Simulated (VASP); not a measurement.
Given:

```xyz
2
Lattice="0.0000 2.4652 2.4652 2.4652 0.0000 2.4652 2.4652 2.4652 0.0000" Properties=species:S:1:pos:R:3 pbc="T T T"
Eu     0.0000     0.0000     0.0000
O      2.4652     2.4652     2.4652
```

Calculation: PBE GGA with D3 dispersion (Becke-Johnson damping), VASP's PBE PAW potentials (set 64) (plane waves; VASP). Settings: 520 eV cut-off, 8×8×8 Γ-centred mesh, Gaussian smearing of 0.050 eV, potentials Eu_2 O.

The 4f electrons are frozen in the core of the lanthanide potential, so 4f levels, which can set the real gap, and their magnetism are missing.

Question: What does the run give for the energy per atom (σ→0), band gap (on the k-mesh) with the smallest direct gap where there is one?

Answer: 
```yaml
band gap (on the k-mesh): 2.64 eV
smallest direct gap (on the k-mesh): 2.64 eV
energy per atom (σ→0): -6.910 eV/atom
```

Only differences to runs with the same potentials and settings are physical.

The compound is EuO in the rock salt structure. It was relaxed first, which changed the volume by -12 %. The start is the result of an earlier pass.
